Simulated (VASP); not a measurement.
Output of a VASP run:

File OUTCAR:
```
 ion  position               nearest neighbor table
   1  0.000  0.000  0.000-   2 2.00   2 2.00   2 2.00   2 2.00   2 2.00   2 2.00
   2  0.500  0.500  0.500-   1 2.00   1 2.00   1 2.00   1 2.00   1 2.00   1 2.00
  LATTYP: Found a face centered cubic cell.
 ALAT       =     3.9958636468
 Subroutine PRICEL returns:
 Original cell was already a primitive cell.
 Subroutine GETGRP returns: Found 48 space group operations
The static configuration has the point symmetry O_h .
The dynamic configuration has the point symmetry O_h .
 Subroutine INISYM returns: Found 48 space group operations
 Subroutine IBZKPT returns following result:
 Found     56 irreducible k-points:

 Following reciprocal coordinates:
            Coordinates               Weight
  0.000000  0.000000  0.000000      1.000000
  0.090909  0.000000  0.000000      8.000000
  0.181818  0.000000  0.000000      8.000000
  0.272727  0.000000  0.000000      8.000000
  0.363636  0.000000  0.000000      8.000000
  0.454545  0.000000  0.000000      8.000000
  0.090909  0.090909  0.000000      6.000000
  0.181818  0.090909  0.000000     24.000000
  0.272727  0.090909  0.000000     24.000000
  0.363636  0.090909  0.000000     24.000000
  0.454545  0.090909  0.000000     24.000000
 -0.454545  0.090909  0.000000     24.000000
 -0.363636  0.090909  0.000000     24.000000
 -0.272727  0.090909  0.000000     24.000000
 -0.181818  0.090909  0.000000     24.000000
 -0.090909  0.090909  0.000000     12.000000
  0.181818  0.181818  0.000000      6.000000
  0.272727  0.181818  0.000000     24.000000
  0.363636  0.181818  0.000000     24.000000
  0.454545  0.181818  0.000000     24.000000
 -0.454545  0.181818  0.000000     24.000000
 -0.363636  0.181818  0.000000     24.000000
 -0.272727  0.181818  0.000000     24.000000
 -0.181818  0.181818  0.000000     12.000000
  0.272727  0.272727  0.000000      6.000000
  0.363636  0.272727  0.000000     24.000000
  0.454545  0.272727  0.000000     24.000000
 -0.454545  0.272727  0.000000     24.000000
 -0.363636  0.272727  0.000000     24.000000
 -0.272727  0.272727  0.000000     12.000000
  0.363636  0.363636  0.000000      6.000000
  0.454545  0.363636  0.000000     24.000000
 -0.454545  0.363636  0.000000     24.000000
 -0.363636  0.363636  0.000000     12.000000
  0.454545  0.454545  0.000000      6.000000
 -0.454545  0.454545  0.000000     12.000000
  0.272727  0.181818  0.090909     24.000000
  0.363636  0.181818  0.090909     48.000000
  0.454545  0.181818  0.090909     48.000000
 -0.454545  0.181818  0.090909     48.000000
   k-points           NKPTS =     56   k-points in BZ     NKDIM =     56   number of bands    NBANDS=      9
   number of dos      NEDOS =    301   number of ions     NIONS =      2
   total plane-waves  NPLWV =  13824
   dimension x,y,z NGX =    24 NGY =   24 NGZ =   24
   dimension x,y,z NGXF=    48 NGYF=   48 NGZF=   48
   ions per type =               1   1
   PREC   = accura    normal or accurate (medium, high low for compatibility)
   ISTART =      0    job   : 0-new  1-cont  2-samecut
   ICHARG =      2    charge: 1-file 2-atom 10-const
   ISPIN  =      1    spin polarized calculation?
   LNONCOLLINEAR =      F non collinear calculations
   LSORBIT =      F    spin-orbit coupling
   INIWAV =      1    electr: 0-lowe 1-rand  2-diag
   ENCUT  =  520.0 eV  38.22 Ry    6.18 a.u.   5.25  5.25  5.25*2*pi/ulx,y,z
   NELM   =    100;   NELMIN=  2; NELMDL= -5     # of ELM steps
   EDIFF  = 0.1E-06   stopping-criterion for ELM
   LREAL  =      F    real-space projection
   NLSPLINE    = F    spline interpolate recip. space projectors
   LMAXMIX     =    2 max onsite mixed and CHGCAR
   VOSKOWN=      0    Vosko Wilk Nusair interpolation
   EDIFFG = 0.1E-05   stopping-criterion for IOM
   NSW    =      0    number of steps for IOM
   NBLOCK =      1;   KBLOCK =      1    inner block; outer block
   IBRION =     -1    ionic relax: 0-MD 1-quasi-New 2-CG
...
```

File OSZICAR:
```
       N       E                     dE             d eps       ncg     rms          rms(c)
DAV:   1     0.317697964325E+02    0.31770E+02   -0.58445E+03  1089   0.115E+03
DAV:   2    -0.916762667697E+01   -0.40937E+02   -0.40409E+02  1087   0.208E+02
DAV:   3    -0.101314834581E+02   -0.96386E+00   -0.96288E+00  1345   0.310E+01
DAV:   4    -0.101404222653E+02   -0.89388E-02   -0.89307E-02  1374   0.280E+00
DAV:   5    -0.101404958221E+02   -0.73557E-04   -0.73556E-04  1351   0.146E-01    0.454E+00
DAV:   6    -0.961891658701E+01    0.52158E+00   -0.27645E+00  1025   0.131E+01    0.138E+00
DAV:   7    -0.962311695494E+01   -0.42004E-02   -0.19901E-02  1401   0.157E+00    0.850E-01
DAV:   8    -0.962982895102E+01   -0.67120E-02   -0.15745E-02  1358   0.164E+00    0.967E-02
DAV:   9    -0.962992230401E+01   -0.93353E-04   -0.82410E-04  1117   0.315E-01    0.406E-02
DAV:  10    -0.962998385062E+01   -0.61547E-04   -0.13440E-04  1112   0.112E-01    0.754E-03
DAV:  11    -0.962998616810E+01   -0.23175E-05   -0.27268E-06  1378   0.218E-02    0.163E-03
DAV:  12    -0.962998638487E+01   -0.21677E-06   -0.52439E-07  1108   0.853E-03    0.996E-04
DAV:  13    -0.962998643083E+01   -0.45954E-07   -0.54312E-08   767   0.246E-03
   1 F= -.99222249E+01 E0= -.99222249E+01  d E =-.159958E-23
```

OUTCAR:
```
------------------------ aborting loop because EDIFF is reached ----------------------------------------
 Edisp (eV)   -0.29224
  FORCE on cell =-STRESS in cart. coord.  units (eV):
  Direction    XX          YY          ZZ          XY          YZ          ZX
  --------------------------------------------------------------------------------------
  Total      -0.00817    -0.00817    -0.00817     0.00000    -0.00000     0.00000
  in kB      -0.82020    -0.82020    -0.82020     0.00000    -0.00000     0.00000
  external pressure =       -0.82 kB  Pullay stress =        0.00 kB
  volume of cell :       15.95
      direct lattice vectors                 reciprocal lattice vectors
     0.000000000  1.997931823  1.997931823    -0.250258790  0.250258790  0.250258790
     1.997931823  0.000000000  1.997931823     0.250258790 -0.250258790  0.250258790
     1.997931823  1.997931823  0.000000000     0.250258790  0.250258790 -0.250258790
  FREE ENERGIE OF THE ION-ELECTRON SYSTEM (eV)
  ---------------------------------------------------
  free  energy   TOTEN  =        -9.9222248503 eV

  energy  without entropy=       -9.9222248503  energy(sigma->0) =       -9.92222485
```
(Selected blocks of OUTCAR.)

POSCAR:
```
LiF
1
    0.0000000000     1.9979318234     1.9979318234
    1.9979318234     0.0000000000     1.9979318234
    1.9979318234     1.9979318234     0.0000000000
Li F
1 1
Direct
  0.0000000000   0.0000000000   0.0000000000
  0.5000000000   0.5000000000   0.5000000000
```

### Question
Reconstruct the remaining input files.

### Answer
Several could match; the one computed here: the input of the run itself, PBE GGA with D3 dispersion (zero damping), plane waves, VASP's PBE PAW potentials (set 64).

### INCAR
```
# general
SYSTEM = LiF
PREC   = Accurate
ENCUT  = 520   # plane-wave cut-off (eV)
LREAL  = .False.
LASPH  = .True.   # aspherical one-centre terms

# electronic loop
EDIFF  = 1E-7   # SCF stop (eV)
NELM   = 100
ALGO   = Normal

# smearing
ISMEAR = 0
SIGMA  = 0.05   # width (eV)

# functional
GGA    = PE   # PBE
IVDW   = 11   # D3, zero damping

# ions
ISIF   = 2

# output
LWAVE  = .False.
LCHARG = .False.
```

File KPOINTS:
```
Automatic mesh
0
Gamma
11 11 11
0 0 0
```

POTCAR, in this order: Li_sv F (PBE.64 set). Program: vasp_std.

The compound is LiF in the rock salt structure. It was relaxed first.
